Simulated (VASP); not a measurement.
Write the native input for VASP 6.6.1 that does the following.

```yaml
Task: relaxation of cell and atoms
Functional: PBE
Potentials_or_basis: VASP PAW PBE potentials, release 64 (Sc_sv, In_d, Sb)
Cutoff: 520 eV
k_mesh: 3 × 3 × 5
Occupations: gaussian, width 0.15 eV
Spin: no spin polarisation
Further_INCAR_settings: PREC = Normal; ALGO = Fast; EDIFF = 0.0001; IBRION = 2; EDIFFG = -0.08; NSW = 24; ISIF = 3
```

The structure of Sc2InSb3 lies in POSCAR:

```
Sc2InSb3
1.0
    3.3145108900     -5.7221401400      0.0000000000
    3.3145108900      5.7221401400      0.0000000000
   -0.0234061900      0.0000000000      3.8315972300
Sc In Sb
2 1 3
Direct
    0.6639999900      0.3360000100      0.0000000000
    0.3360000100      0.6639999900      0.0000000000
    0.0000000000      0.0000000000      0.0000000000
    0.5000000000      0.5000000000      0.5000000000
    0.0000000000      0.5000000000      0.5000000000
    0.5000000000      0.0000000000      0.5000000000
```

The cell was built by a generator and needn't be a form met in nature.

These files were run (other wordings do the same):

INCAR

```
SYSTEM = Sc2InSb3
PREC     = Normal         ! precision mode
ENCUT    = 520            ! plane-wave cutoff, eV
EDIFF    = 1E-4           ! SCF threshold, eV
ISMEAR   = 0              ! smearing method
SIGMA    = 0.15           ! smearing width, eV
LREAL    = .False.        ! projectors in reciprocal space
LASPH    = .True.         ! aspherical terms in the spheres
NELM     = 60             ! most SCF steps
ALGO     = Fast           ! electronic algorithm
ISIF     = 3              ! what is computed and relaxed
LWAVE    = .False.        ! write WAVECAR
LCHARG   = .False.        ! write CHGCAR
GGA      = PE             ! functional
IBRION   = 2              ! ionic algorithm
NSW      = 24             ! ionic steps
EDIFFG   = -0.08          ! ionic threshold
```

KPOINTS

```
regular mesh
0
Gamma
  3 3 5
  0 0 0
```

Potentials or basis: VASP PAW PBE potentials, release 64 (Sc_sv, In_d, Sb).

The run is started by

```console
$ cat potpaw_PBE.64/Sc_sv/POTCAR potpaw_PBE.64/In_d/POTCAR potpaw_PBE.64/Sb/POTCAR > POTCAR
$ mpirun -np 1 vasp_std > vasp.out
```

It gave:

```yaml
Relaxed_volume: 28.66 Å³/atom
Relaxed_cell: a = 6.822 Å, b = 6.822 Å, c = 4.289 Å, α = 90.00°, β = 90.00°, γ = 120.53°
Space_group_after_relaxing_to_0.05_Å: Cmmm (No. 65)
Energy_gained_by_relaxing: 223.7 meV/atom
Ionic_steps: 8
Pressure_after_relaxing: -0.1 GPa
Largest_force_after_relaxing: 0.015 eV/Å
Band_gap_on_the_k_mesh: none (metal or under the smearing width)
```

Caveat: the k mesh is coarse (spacing up to 0.37 Å⁻¹), so the values aren't converged; the volume moved by over 15 % at a fixed basis, so the end points are rough; the relaxation stopped at a loose force limit of 0.08 eV/Å, so its end isn't a converged minimum.

Wall time 5.7 min on 1 thread of Intel(R) Xeon(R) Platinum 8375C CPU @ 2.90GHz (Ice Lake) (shared host), peak memory 0.25 GiB.
